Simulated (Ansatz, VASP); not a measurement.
# MnRh2O4 (MnRh2O4 (Fd-3m)) in two plane-wave programs, part 2 of 2

One calculation is typed for both programs; each brings its own data sets. How far apart do they land? The cell is taken from a series of runs on this material, whose earlier steps may have relaxed, scaled, displaced or heated it; both programs get it as it stands.

VASP 6.6.1 and Ansatz 0.2.0.

So far: Starting point; Ansatz: relaxation of cell and atoms, PBEsol, DFT+U.

## Step 3: VASP: relaxation of cell and atoms, PBEsol, DFT+U

Level of this step: PBEsol, DFT+U (Mn d 4 eV), spin-polarised from an antiferromagnetic start; plane waves and PAW (Mn_pv, Rh_pv, O) (VASP).

The same cell, functional and mesh now go to VASP, with its own data sets.

Lines of VASP's logs that name or quote its potential files are left out, and so is its time.

The input, INCAR:

```
SYSTEM = MnRh2O4
PREC = Accurate
ENCUT = 600
EDIFF = 1E-07
NELM = 200
ISMEAR = 0
SIGMA = 0.01
LREAL = .FALSE.
ALGO = Normal
GGA = PS
NBANDS = 90
ISPIN = 2
MAGMOM = 4.03 -4.03 -0 -0 -0 -0 0 0 0 -0 -0 0 -0 -0
LDAU = .TRUE.
LDAUTYPE = 2
LDAUL = 2 -1 -1
LDAUU = 4 0 0
LDAUJ = 0 0 0
LDAUPRINT = 1
LASPH = .TRUE.
LMAXMIX = 4
LORBIT = 11
LWAVE = .FALSE.
LCHARG = .FALSE.
ISIF = 3
NUPDOWN = 0
IBRION = 2
NSW = 80
EDIFFG = -0.005
GGA_COMPAT = .FALSE.
NELMIN = 4
KPAR = 4
```

The input, POSCAR:

```
MnRh2O4
1.0
    0.0000000000      4.3087710000      4.3087710000
    4.3087710000      0.0000000000      4.3087710000
    4.3087710000      4.3087710000      0.0000000000
Mn Rh O
2 4 8
Direct
    0.0000000000      0.0000000000      0.0000000000
    0.2500000580      0.2500000580      0.2500000580
    0.6250000290      0.6250000290      0.1249999130
    0.6250000290      0.6250000290      0.6250000290
    0.6250000290      0.1249999130      0.6250000290
    0.1249999130      0.6250000290      0.6250000290
    0.3868393099      0.8394820704      0.3868393099
    0.3868393099      0.3868393099      0.3868393099
    0.3868393099      0.3868393099      0.8394820704
    0.8631606321      0.8631606321      0.4105181037
    0.8631606321      0.4105181037      0.8631606321
    0.8394820704      0.3868393099      0.3868393099
    0.8631606321      0.8631606321      0.8631606321
    0.4105181037      0.8631606321      0.8631606321
```

The input, KPOINTS:

```
Automatic mesh
0
Gamma
6 6 6
0 0 0
```

The projector-augmented-wave data sets are Mn_pv, Rh_pv and O (PBE family, release 64).

Launch:

```
$ mpirun -np 4 vasp_std
```

Numbers of over 12 decimals in the logs are rounded to 6 here.

Output:

```text
[banner, memory and clock lines left out]
running    4 mpi-ranks, on    1 nodes
 distrk:  each k-point on    1 cores,    4 groups
 distr:  one band on    1 cores,    1 groups

 POSCAR found type information on POSCAR MnRhO
 POSCAR found :  3 types and      14 ions
|                                                                             |
|               ----> ADVICE to this user running VASP <----                  |
|                                                                             |
|     You enforced a specific xc type in the INCAR file but a different       |
|     [... a line on the potential file left out ...]
|     I HOPE YOU KNOW WHAT YOU ARE DOING!                                     |
|                                                                             |

 LDA part: xc-table for (Slater+PW92), standard interpolation
 POSCAR, INCAR and KPOINTS ok, starting setup
 FFT: planning ... GRIDC
 FFT: planning ... GRID_SOFT
 FFT: planning ... GRID
 WAVECAR not read
 entering main loop
       N       E                     dE             d eps       ncg     rms          rms(c)
DAV:   1     0.189434367681E+04    0.18943E+04   -0.81536E+04  5880   0.187E+03
DAV:   2     0.626334805682E+02   -0.18317E+04   -0.17328E+04  5856   0.554E+02
DAV:   3    -0.109221111365E+03   -0.17185E+03   -0.16268E+03  6248   0.176E+02
DAV:   4    -0.115383937752E+03   -0.61628E+01   -0.60846E+01  6346   0.335E+01
DAV:   5    -0.115465625325E+03   -0.81688E-01   -0.81577E-01  6440   0.412E+00    0.522E+01
DAV:   6    -0.105844450297E+03    0.96212E+01   -0.77675E+01  6802   0.530E+01    0.324E+01
DAV:   7    -0.104227150457E+03    0.16173E+01   -0.13322E+01  6106   0.271E+01    0.226E+01
DAV:   8    -0.104353136121E+03   -0.12599E+00   -0.28259E+00  6808   0.764E+00    0.105E+01
DAV:   9    -0.104219644486E+03    0.13349E+00   -0.22307E-01  6510   0.346E+00    0.137E+00
DAV:  10    -0.104228319317E+03   -0.86748E-02   -0.10291E-01  6840   0.253E+00    0.110E+00
DAV:  11    -0.104231942444E+03   -0.36231E-02   -0.21811E-02  6104   0.950E-01    0.296E-01
DAV:  12    -0.104232184044E+03   -0.24160E-03   -0.15846E-03  6176   0.181E-01    0.178E-01
DAV:  13    -0.104232287084E+03   -0.10304E-03   -0.37705E-04  7096   0.128E-01    0.811E-02
DAV:  14    -0.104232333941E+03   -0.46856E-04   -0.38175E-05  6128   0.382E-02    0.259E-02
DAV:  15    -0.104232333623E+03    0.31768E-06   -0.25018E-05  6264   0.253E-02    0.121E-02
DAV:  16    -0.104232338029E+03   -0.44059E-05   -0.11966E-05  5936   0.163E-02    0.958E-03
DAV:  17    -0.104232337807E+03    0.22216E-06   -0.62389E-07  6104   0.404E-03    0.517E-03
DAV:  18    -0.104232337866E+03   -0.59368E-07   -0.10472E-06  5424   0.446E-03    0.140E-03
DAV:  19    -0.104232337825E+03    0.41302E-07   -0.51597E-08  3976   0.170E-03
   1 F= -.10423234E+03 E0= -.10423234E+03  d E =-.104232E+03  mag=     0.0000
[...]
2 F= -.10424861E+03 E0= -.10424861E+03  d E =-.162674E-01  mag=     0.0000
[...]
3 F= -.10428201E+03 E0= -.10428201E+03  d E =-.496689E-01  mag=    -0.0000
[...]
4 F= -.10429468E+03 E0= -.10429468E+03  d E =-.126721E-01  mag=    -0.0000
 trial-energy change:   -0.012672  1 .order   -0.012701   -0.024510   -0.000892
 step:   0.9452(harm=  0.9452)  dis= 0.00617  next Energy=  -104.294724 (dE=-0.127E-01)
 bond charge predicted
       N       E                     dE             d eps       ncg     rms          rms(c)
DAV:   1    -0.104294900267E+03   -0.22144E-03   -0.10608E-02  5788   0.497E-01    0.117E-01
DAV:   2    -0.104294716828E+03    0.18344E-03   -0.75822E-04  6286   0.155E-01    0.605E-02
DAV:   3    -0.104294703068E+03    0.13760E-04   -0.60668E-05  6230   0.471E-02    0.316E-02
DAV:   4    -0.104294700103E+03    0.29648E-05   -0.13029E-05  6156   0.201E-02    0.196E-02
DAV:   5    -0.104294698945E+03    0.11581E-05   -0.87605E-07  5890   0.570E-03    0.135E-02
DAV:   6    -0.104294698130E+03    0.81479E-06   -0.33573E-07  5380   0.333E-03    0.269E-03
DAV:   7    -0.104294697934E+03    0.19667E-06   -0.78894E-08  3780   0.171E-03    0.709E-04
DAV:   8    -0.104294697949E+03   -0.15214E-07   -0.45337E-08  3084   0.913E-04
   5 F= -.10429470E+03 E0= -.10429470E+03  d E =-.126913E-01  mag=    -0.0000
 curvature:  -0.54 expect dE=-0.330E-05 dE for cont linesearch -0.113E-10
 trial: gam= 0.00543 g(F)=  0.190E-05 g(S)=  0.420E-05 ort = 0.802E-06 (trialstep = 0.918E+00)
 search vector abs. value=  0.702E-05
 reached required accuracy - stopping structural energy minimisation
```

From OUTCAR (step 3):

```text
ion  position               nearest neighbor table
   1  0.000  0.000  0.000-  10 2.04  11 2.04  14 2.04  13 2.04
   2  0.250  0.250  0.250-   8 2.04   7 2.04   9 2.04  12 2.04
   3  0.625  0.625  0.125-  13 2.06  11 2.06  14 2.06   8 2.06   7 2.06  12 2.06   4 3.05   5 3.05
                             6 3.05   4 3.05   5 3.05   6 3.05
   4  0.625  0.625  0.625-  10 2.06  11 2.06  14 2.06   9 2.06  12 2.06   7 2.06   3 3.05   5 3.05
                             6 3.05   3 3.05   5 3.05   6 3.05
   5  0.625  0.125  0.625-  13 2.06  10 2.06  14 2.06   8 2.06   9 2.06  12 2.06   3 3.05   4 3.05
                             6 3.05   3 3.05   4 3.05   6 3.05
   6  0.125  0.625  0.625-  13 2.06  11 2.06  10 2.06   8 2.06   9 2.06   7 2.06   3 3.05   4 3.05
                             5 3.05   4 3.05   3 3.05   5 3.05
   7  0.387  0.839  0.387-   2 2.04   4 2.06   3 2.06   6 2.06
   8  0.387  0.387  0.387-   2 2.04   3 2.06   5 2.06   6 2.06
   9  0.387  0.387  0.839-   2 2.04   4 2.06   5 2.06   6 2.06
  10  0.863  0.863  0.411-   1 2.04   4 2.06   5 2.06   6 2.06
  11  0.863  0.411  0.863-   1 2.04   4 2.06   3 2.06   6 2.06
  12  0.839  0.387  0.387-   2 2.04   4 2.06   3 2.06   5 2.06
  13  0.863  0.863  0.863-   1 2.04   3 2.06   5 2.06   6 2.06
  14  0.411  0.863  0.863-   1 2.04   4 2.06   3 2.06   5 2.06

  LATTYP: Found a face centered cubic cell.
 ALAT       =     8.6175420000

 Subroutine GETGRP returns: Found 48 space group operations
 (whereof 24 operations were pure point group operations)

The static configuration has the point symmetry T_d .
 The point group associated with its full space group is O_h .

 Found     16 irreducible k-points:

   k-points           NKPTS =     16   k-points in BZ     NKDIM =     16   number of bands    NBANDS=     90

   dimension x,y,z NGX =    50 NGY =   50 NGZ =   50
   dimension x,y,z NGXF=   100 NGYF=  100 NGZF=  100

   ENCUT  =  600.0 eV  44.10 Ry    6.64 a.u.  12.17 12.17 12.17*2*pi/ulx,y,z

   NELECT =     134.0000    total number of electrons

 k-points in reciprocal lattice and weights: Automatic mesh
   0.00000000  0.00000000  0.00000000       0.005
   0.16666667  0.00000000  0.00000000       0.037
   0.33333333  0.00000000  0.00000000       0.037
   0.50000000  0.00000000  0.00000000       0.019
   0.16666667  0.16666667  0.00000000       0.028
   0.33333333  0.16666667  0.00000000       0.111
   0.50000000  0.16666667  0.00000000       0.111
  -0.33333333  0.16666667  0.00000000       0.111
  -0.16666667  0.16666667  0.00000000       0.056
[...]
-0.33333333  0.33333333  0.16666667       0.111
  -0.33333333  0.50000000  0.16666667       0.056

atom =   1  type =  1  l = 2

 onsite density matrix

spin component  1

  0.9425 -0.0000 -0.0000 -0.0000  0.0000
 -0.0000  0.9425 -0.0000 -0.0000  0.0000
 -0.0000 -0.0000  0.9397  0.0000 -0.0000
 -0.0000 -0.0000  0.0000  0.9425  0.0000
  0.0000  0.0000 -0.0000  0.0000  0.9397

spin component  2

  0.0673 -0.0000 -0.0000  0.0000 -0.0000
 -0.0000  0.0673 -0.0000  0.0000 -0.0000
 -0.0000 -0.0000  0.0206 -0.0000 -0.0000
  0.0000  0.0000 -0.0000  0.0673 -0.0000
 -0.0000 -0.0000 -0.0000 -0.0000  0.0206

 occupancies and eigenvectors

  o =  0.0206  v =  0.0000  0.0000  0.0000  0.0000  0.0000  0.0000  0.0000 -1.0000 -0.0000 -0.0066      0.0000  0.0000  0.0000  0.0000  0.0000  0.0000  0.0000  0.0000  0.0000  0.0000
  o =  0.0206  v =  0.0000  0.0000  0.0000  0.0000  0.0000  0.0000 -0.0000  0.0066 -0.0000 -1.0000      0.0000  0.0000  0.0000  0.0000  0.0000  0.0000  0.0000  0.0000  0.0000  0.0000
  o =  0.0673  v =  0.0000  0.0000  0.0000  0.0000  0.0000  0.0000 -0.9998  0.0000  0.0211  0.0000      0.0000  0.0000  0.0000  0.0000  0.0000  0.0000  0.0000  0.0000  0.0000  0.0000
  o =  0.0673  v =  0.0000  0.0000  0.0000  0.0000  0.0000  1.0000  0.0000  0.0000  0.0000  0.0000      0.0000  0.0000  0.0000  0.0000  0.0000  0.0000  0.0000  0.0000  0.0000  0.0000
  o =  0.0673  v =  0.0000  0.0000  0.0000  0.0000  0.0000  0.0000 -0.0211 -0.0000 -0.9998 -0.0000      0.0000  0.0000  0.0000  0.0000  0.0000  0.0000  0.0000  0.0000  0.0000  0.0000
  o =  0.9397  v =  0.0000 -0.0000 -0.0875 -0.0000  0.9962  0.0000  0.0000  0.0000  0.0000  0.0000      0.0000  0.0000  0.0000  0.0000  0.0000  0.0000  0.0000  0.0000  0.0000  0.0000
  o =  0.9397  v =  0.0000 -0.0000  0.9962 -0.0000  0.0875  0.0000  0.0000  0.0000  0.0000  0.0000      0.0000  0.0000  0.0000  0.0000  0.0000  0.0000  0.0000  0.0000  0.0000  0.0000
  o =  0.9425  v =  0.0000  0.6754  0.0000  0.7374  0.0000  0.0000  0.0000  0.0000  0.0000  0.0000      0.0000  0.0000  0.0000  0.0000  0.0000  0.0000  0.0000  0.0000  0.0000  0.0000
[...]
o =  0.9425  v =  0.0000  0.0000  0.0000  0.0000  0.0000  1.0000  0.0000  0.0000  0.0000  0.0000      0.0000  0.0000  0.0000  0.0000  0.0000  0.0000  0.0000  0.0000  0.0000  0.0000

 average (electrostatic) potential at core
       1 -67.4175       2 -67.4176       3 -75.5567       4 -75.5567       5 -75.5567
       6 -75.5567       7 -69.3567       8 -69.3568       9 -69.3567      10 -69.3568
      11 -69.3568      12 -69.3567      13 -69.3568      14 -69.3568

 E-fermi :   6.8442

 spin component 1
 k-point     1 :       0.0000    0.0000    0.0000
  band No.  band energies     occupation
    ...
     63       6.1760      1.00000
     64       6.1760      1.00000
     65       6.4616      1.00000
     66       6.4616      1.00000
     67       6.4616      1.00000
     68       8.8641      0.00000
     69       8.9789      0.00000
     70       8.9789      0.00000
     71       8.9789      0.00000
     72       9.2239      0.00000
    ...

 k-point     2 :       0.1667    0.0000    0.0000
  band No.  band energies     occupation
    ...
     63       6.1865      1.00000
     64       6.1865      1.00000
     65       6.4360      1.00000
     66       6.4360      1.00000
     67       6.4881      1.00000
     68       8.8872      0.00000
     69       8.8899      0.00000
     70       8.8900      0.00000
     71       9.1233      0.00000
     72       9.1234      0.00000
    ...

 k-point     3 :       0.3333    0.0000    0.0000
  band No.  band energies     occupation
    ...
     63       6.1945      1.00000
     64       6.1945      1.00000
     65       6.3876      1.00000
     66       6.3876      1.00000
     67       6.5356      1.00000
     68       8.7139      0.00000
     69       8.7139      0.00000
     70       8.7583      0.00000
     71       8.8718      0.00000
     72       8.8718      0.00000
    ...

 k-point     4 :       0.5000    0.0000    0.0000
  band No.  band energies     occupation
    ...
     63       6.1692      1.00000
     64       6.1739      1.00000
     65       6.3798      1.00000
     66       6.3798      1.00000
     67       6.5584      1.00000
     68       8.6214      0.00000
     69       8.6214      0.00000
     70       8.7069      0.00000
     71       8.7453      0.00000
     72       8.7454      0.00000
    ...

 k-point     5 :       0.1667    0.1667    0.0000
  band No.  band energies     occupation
    ...
     63       6.1984      1.00000
     64       6.1984      1.00000
     65       6.4081      1.00000
     66       6.4876      1.00000
     67       6.4876      1.00000
     68       8.6517      0.00000
     69       8.8644      0.00000
     70       8.9263      0.00000
     71       8.9263      0.00000
     72       9.1996      0.00000
    ...

 k-point     6 :       0.3333    0.1667    0.0000
  band No.  band energies     occupation
    ...
     63       6.2248      1.00000
     64       6.2363      1.00000
     65       6.3943      1.00000
     66       6.4967      1.00000
     67       6.5421      1.00000
     68       8.3786      0.00000
     69       8.6455      0.00000
     70       8.7892      0.00000
     71       8.8179      0.00000
     72       9.0317      0.00000
    ...

  Total       -0.0201518     -0.0201518     -0.0201518      0.0000000      0.0000000     -0.0000000
  in kB       -0.2026646     -0.2026646     -0.2026646      0.0000000      0.0000000     -0.0000000
  external PRESSURE =      -0.2026646 kB  Pullay stress =       0.0000000 kB

  energy-cutoff  :      600.00
  volume of cell :      159.31
      direct lattice vectors                 reciprocal lattice vectors
     0.000000000  4.302679250  4.302679250    -0.116206664  0.116206664  0.116206664
     4.302679250  0.000000000  4.302679250     0.116206664 -0.116206664  0.116206664
     4.302679250  4.302679250  0.000000000     0.116206664  0.116206664 -0.116206664

 POSITION                                       TOTAL-FORCE (eV/Angst)
 -----------------------------------------------------------------------------------
      0.00000      0.00000      0.00000         0.000000      0.000000      0.000000
      2.15134      2.15134      2.15134         0.000000      0.000000      0.000000
      3.22701      3.22701      5.37835         0.000000      0.000000      0.000000
      5.37835      5.37835      5.37835         0.000000      0.000000      0.000000
      3.22701      5.37835      3.22701         0.000000      0.000000      0.000000
      5.37835      3.22701      3.22701         0.000000      0.000000      0.000000
      5.26176      3.34360      5.26176        -0.001283      0.001283     -0.001283
      3.34360      3.34360      3.34360         0.001283      0.001283      0.001283
      5.26176      5.26176      3.34360        -0.001283     -0.001283      0.001283
      5.49494      5.49494      7.41310         0.001283      0.001283     -0.001283
      5.49494      7.41310      5.49494         0.001283     -0.001283      0.001283
      3.34360      5.26176      5.26176         0.001283     -0.001283     -0.001283
      7.41310      7.41310      7.41310        -0.001283     -0.001283     -0.001283
      7.41310      5.49494      5.49494        -0.001283      0.001283      0.001283
 -----------------------------------------------------------------------------------
    total drift:                               -0.000316     -0.000316     -0.000316

  FREE ENERGIE OF THE ION-ELECTRON SYSTEM (eV)
  ---------------------------------------------------
  free  energy   TOTEN  =      -104.2946979489 eV

  energy  without entropy=     -104.2946979489  energy(sigma->0) =     -104.29469795

 reached required accuracy - stopping structural energy minimisation

 total charge
# of ion       s       p       d       tot
------------------------------------------
    1        0.231   6.206   4.930  11.367
    2        0.231   6.206   4.930  11.367
    3        0.335   6.320   7.072  13.726
    4        0.335   6.320   7.072  13.726
    5        0.335   6.320   7.072  13.726
    6        0.335   6.320   7.072  13.726
    7        1.544   3.424   0.000   4.968
    8        1.544   3.424   0.000   4.968
    9        1.544   3.424   0.000   4.968
   10        1.544   3.424   0.000   4.968
   11        1.544   3.424   0.000   4.968
   12        1.544   3.424   0.000   4.968
   13        1.544   3.424   0.000   4.968
   14        1.544   3.424   0.000   4.968
--------------------------------------------------
tot         14.157  65.083  38.146 117.386

 magnetization (x)
# of ion       s       p       d       tot
------------------------------------------
    1        0.030   0.049   4.454   4.533
    2       -0.030  -0.049  -4.454  -4.533
    3        0.000   0.000   0.000   0.000
    4        0.000   0.000   0.000   0.000
    5        0.000   0.000   0.000   0.000
    6        0.000   0.000   0.000   0.000
    7       -0.002   0.007   0.000   0.005
    8       -0.002   0.007   0.000   0.005
    9       -0.002   0.007   0.000   0.005
   10        0.002  -0.007   0.000  -0.005
   11        0.002  -0.007   0.000  -0.005
   12       -0.002   0.007   0.000   0.005
   13        0.002  -0.007   0.000  -0.005
   14        0.002  -0.007   0.000  -0.005
--------------------------------------------------
tot          0.000   0.000  -0.000  -0.000

[... 3 further parts left out ...]
```

The magnetic state follows from one typed start and may not be the lowest. The run keeps the 48 symmetry operations of its start, so it cannot find a distortion of lower symmetry.

## Step 4: Side by side

Known differences besides the potentials themselves: VASP starts from the moments at which Ansatz ended; U acts on the PAW sphere in VASP and on atomic orbitals in Ansatz, so only states and trends compare; fixed occupations in Ansatz, narrow Gaussian smearing in VASP; the data sets hold 146 valence electrons in Ansatz (on its PAW soft_1 files) and 134 in VASP; the cutoff is 420 eV in Ansatz and 600 eV in VASP; Ansatz makes its cores anew for this functional, VASP keeps those of its PBE data sets; site moments are counted in spheres of each program's own size. Total energies have different zeros and are not compared.

Compared:

| quantity | Ansatz | VASP | difference |
| --- | --- | --- | --- |
| volume (Å³) | 159.56 | 159.31 | +0.15 % |
| edge a after relaxation, in the typed setting (Å) | 6.088 | 6.085 | +0.05 % |
| moment on Mn1 (μB) | 4.03 | 4.53 | -0.50 |
| moment on Mn2 (μB) | -4.03 | -4.53 | +0.50 |

## Step 5: Outcome

```
difference in volume (relaxation of cell and atoms, PBEsol, DFT+U) : 0.15 %
```

**Reading.** The difference in volume is 0.15 % (relaxation of cell and atoms, PBEsol, DFT+U). The data sets hold unlike numbers of valence electrons (146 in Ansatz and 134 in VASP), so part of the differences comes from the potentials. How closely two codes agree says nothing of how well the functional describes the real material.

[Lines on the potential files, build, host, timing and source positions are cut from VASP's logs without a mark.]

[Logs are printed without paths, hosts, clocks, repeated set-up lines and the standing remarks that a program may print on its own settings, such as how far it seeks lower states.]

[Hosts, paths, dates, database ids (printed as entryN), source tags and the programs' standing remarks are cut or masked in the printed files.]
